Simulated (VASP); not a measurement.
Energy against volume of LiCl (rock salt). Method: PBE GGA with D4 dispersion, VASP's PBE PAW potentials (set 64) (plane waves; VASP 6.6.1). Numerical set-up: 520 eV cut-off, 9×9×9 Γ-centred mesh, Gaussian smearing of 0.050 eV, potentials Li_sv Cl.

```tsv
V (Å³/atom)	E (eV/atom)
15.449	-3.80815
15.942	-3.81386
16.435	-3.81573
16.928	-3.81435
```

**Question.** Fit these four points and predict the energy of the run at 17.421 Å³/atom.

**Answer.** A cubic in V^(−2/3), the third-order Birch-Murnaghan form, passes through the four points with V0 = 16.46 Å³/atom and B0 = 35 GPa, and gives -3.8102 eV/atom there. The run gave -3.8102 eV/atom, +0.0 meV/atom from the fit; all five points give B0 = 35 GPa.

The compound is LiCl in the rock salt structure. It was relaxed first.
